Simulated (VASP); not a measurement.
A convergence study with VASP on Si (diamond): one setting is varied, all else stays as given below, so the limit is that of these other settings.

```
CELL_PARAMETERS angstrom
      0.00000     2.71550     2.71550
      2.71550     0.00000     2.71550
      2.71550     2.71550     0.00000
ATOMIC_POSITIONS crystal
  Si 0.00000 0.00000 0.00000
  Si 0.25000 0.25000 0.25000
```

All values below come from PBE GGA, VASP's PBE PAW potentials (set 64) (plane waves; VASP 6.6.1). The tightest run used: 550 eV cut-off, 17×17×17 Γ-centred mesh, Gaussian smearing of 0.050 eV, potentials Si.

```tsv
setting	E (eV/atom)	pressure (GPa)	irreducible k-points
1×1×1 mesh	3.0788	42.92	1
2×2×2 mesh	-4.1457	9.83	3
3×3×3 mesh	-5.1136	3.93	4
5×5×5 mesh	-5.3903	2.15	10
6×6×6 mesh	-5.4105	2.00	16
```

Q: These are the cheaper rows. Estimate the results at 17×17×17 mesh, and how far the last row shown lies from them.

A: 
```csv
quantity,tightest run,last row shown is off by
E (eV/atom),-5.4225,0.0120
pressure (GPa),1.93,0.07
```

Left out are rungs that failed or repeat a setting and relaxations that didn't move; long series are thinned to 24 rows.

The compound is Si in the diamond structure. The cell was not relaxed at this level.
